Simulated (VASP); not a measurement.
Output of a VASP run:

### OSZICAR
```
       N       E                     dE             d eps       ncg     rms          rms(c)
DAV:   1     0.116368541780E+03    0.11637E+03   -0.84559E+03   980   0.130E+03
DAV:   2    -0.119893698472E+02   -0.12836E+03   -0.12687E+03   980   0.366E+02
DAV:   3    -0.200203583854E+02   -0.80310E+01   -0.77788E+01  1554   0.735E+01
DAV:   4    -0.201625557905E+02   -0.14220E+00   -0.13985E+00  1392   0.106E+01
DAV:   5    -0.201670119193E+02   -0.44561E-02   -0.44493E-02  1396   0.174E+00    0.968E+00
DAV:   6    -0.192974279675E+02    0.86958E+00   -0.44163E+00  1630   0.253E+01    0.358E+00
DAV:   7    -0.192468682877E+02    0.50560E-01   -0.80082E-02  1156   0.249E+00    0.201E+00
DAV:   8    -0.192243025963E+02    0.22566E-01   -0.35078E-02  1468   0.161E+00    0.215E-01
DAV:   9    -0.192240233605E+02    0.27924E-03   -0.31005E-03  1232   0.414E-01    0.887E-02
DAV:  10    -0.192239601347E+02    0.63226E-04   -0.25509E-04  1516   0.162E-01    0.711E-02
DAV:  11    -0.192239608891E+02   -0.75432E-06   -0.21440E-05  1304   0.348E-02    0.391E-02
DAV:  12    -0.192239525786E+02    0.83105E-05   -0.30078E-05  1160   0.282E-02    0.495E-03
DAV:  13    -0.192239527741E+02   -0.19553E-06   -0.15054E-06  1324   0.918E-03    0.971E-04
DAV:  14    -0.192239528592E+02   -0.85080E-07   -0.95939E-08   806   0.299E-03
   1 F= -.19223953E+02 E0= -.19223603E+02  d E =-.104954E-02
```

OUTCAR:
```
------------------------ aborting loop because EDIFF is reached ----------------------------------------
  FORCE on cell =-STRESS in cart. coord.  units (eV):
  Direction    XX          YY          ZZ          XY          YZ          ZX
  --------------------------------------------------------------------------------------
  Total        2.4454924      2.4454924      2.4454924      0.0000000      0.0000000     -0.0000000
  in kB       60.1679879     60.1679879     60.1679879      0.0000000      0.0000000     -0.0000000
  external PRESSURE =      60.1679879 kB  Pullay stress =       0.0000000 kB
  volume of cell :       65.12
      direct lattice vectors                 reciprocal lattice vectors
     4.023189352  0.000000000  0.000000000     0.248559019  0.000000000  0.000000000
     0.000000000  4.023189352  0.000000000     0.000000000  0.248559019  0.000000000
     0.000000000  0.000000000  4.023189352     0.000000000  0.000000000  0.248559019
 POSITION                                       TOTAL-FORCE (eV/Angst)
 -----------------------------------------------------------------------------------
      0.00000      0.00000      0.00000         0.000000      0.000000      0.000000
      0.00000      2.01159      2.01159         0.000000      0.000000      0.000000
      2.01159      0.00000      2.01159         0.000000      0.000000      0.000000
      2.01159      2.01159      0.00000         0.000000      0.000000      0.000000
 -----------------------------------------------------------------------------------
    total drift:                               -0.000000     -0.000000      0.000000
  FREE ENERGIE OF THE ION-ELECTRON SYSTEM (eV)
  ---------------------------------------------------
  free  energy   TOTEN  =       -19.2239528592 eV

  energy  without entropy=      -19.2229033164  energy(sigma->0) =      -19.22360301
```
(Selected blocks of OUTCAR.)

POSCAR:
```
Al3Sc
1
    4.0231893518     0.0000000000     0.0000000000
    0.0000000000     4.0231893518     0.0000000000
    0.0000000000     0.0000000000     4.0231893518
Sc Al
1 3
Direct
  0.0000000000   0.0000000000   0.0000000000
  0.0000000000   0.5000000000   0.5000000000
  0.5000000000   0.0000000000   0.5000000000
  0.5000000000   0.5000000000   0.0000000000
```

Task: Reconstruct the remaining input files.

Result: This is not unique; one that fits is the input of the run itself, PBE GGA, plane waves, VASP's PBE PAW potentials (set 64).

INCAR:
```
# general
SYSTEM =Al3Sc
PREC   =Accurate
ENCUT  =520
LREAL  =.FALSE.
LASPH  =.TRUE.

# electronic loop
EDIFF  =1E-7
NELM   =100
ALGO   =Normal
LMAXMIX=4

# smearing
ISMEAR =1
SIGMA  =0.1

# functional
GGA    =PE

# ions
ISIF   =2

# output
LWAVE  =.FALSE.
LCHARG =.FALSE.
```

### KPOINTS
```
Automatic mesh
0
Gamma
8 8 8
0 0 0
```

POTCAR, in this order: Sc_sv Al (PBE.64 set). Program: vasp_std.

The compound is Al3Sc in the L1_2 structure. This cell is one point of a volume scan, at 0.94 of the reference volume.
